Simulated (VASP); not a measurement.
ScC (space group Fm-3m): computed properties

All values below come from LDA (Ceperley-Alder, Perdew-Zunger), VASP's LDA PAW potentials (set 64) (plane waves; VASP).

```json
{
  "space_group": "Fm-3m (225)",
  "cell": "a = 4.5992 Å, b = 4.5992 Å, c = 4.5992 Å, α = 90.00°, β = 90.00°, γ = 90.00°",
  "volume_per_atom": "12.16 Å³/atom",
  "band gap (over mesh and band path)": "none (metal, semimetal or under 0.01 eV)",
  "band_gap_with_spin_orbit_coupling": "none (metallic)",
  "density": "3.89 g/cm³"
}
```

```yaml
crystal:
  lattice:
    - [0.00000, 2.29960, 2.29960]
    - [2.29960, 0.00000, 2.29960]
    - [2.29960, 2.29960, 0.00000]
  atoms:
    - { symbol: Sc, position: [0.00000, 0.00000, 0.00000] }
    - { symbol: C, position: [0.50000, 0.50000, 0.50000] }
```

The structure comes from a computed database's ScC entry (Fm-3m); how it stands against other phases isn't given here. It was relaxed first, which changed the volume by -5 %. Symmetry was kept, so distortions that lower it aren't found. The electron count is odd and the run is not spin-polarised, which forces a metal.
